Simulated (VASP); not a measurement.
Data:

```yaml
crystal:
  lattice:
    - [1.65147, 0.95348, 5.00679]
    - [-1.65147, 0.95348, 5.00679]
    - [0.00000, -1.90695, 5.00679]
  atoms:
    - { symbol: Pb, position: [0.00000, 0.00000, 0.00000] }
    - { symbol: O, position: [0.25200, 0.25200, 0.25200] }
    - { symbol: O, position: [0.74800, 0.74800, 0.74800] }
```

Computed with PBE GGA, VASP's PBE PAW potentials (set 64) (plane waves; VASP). Run with 400 eV cut-off, 6×6×6 Γ-centred mesh, Gaussian smearing of 0.050 eV, potentials Pb_d O.

At this cut-off the stress carries a Pulay error, which pulls relaxed volumes low.

Q: Which forces act on the atoms, in eV/Å?

A: 
```json
[
 {"atom": "Pb1", "Fx": "0.000", "Fy": "0.000", "Fz": "0.000"},
 {"atom": "O2", "Fx": "0.000", "Fy": "0.000", "Fz": "1.122"},
 {"atom": "O3", "Fx": "0.000", "Fy": "0.000", "Fz": "-1.122"}
]
```

Q: Give the stress tensor in GPa (positive for a compressed cell).

A: 
```
  0.30    0.00    0.00
  0.00    0.30    0.00
  0.00    0.00  -13.36
```
The pressure is its mean diagonal, -4.25 GPa.

The structure was generated: PbO2 was put into an ordered model structure (R-3m), which need not be its known phase. The cell was not relaxed at this level.
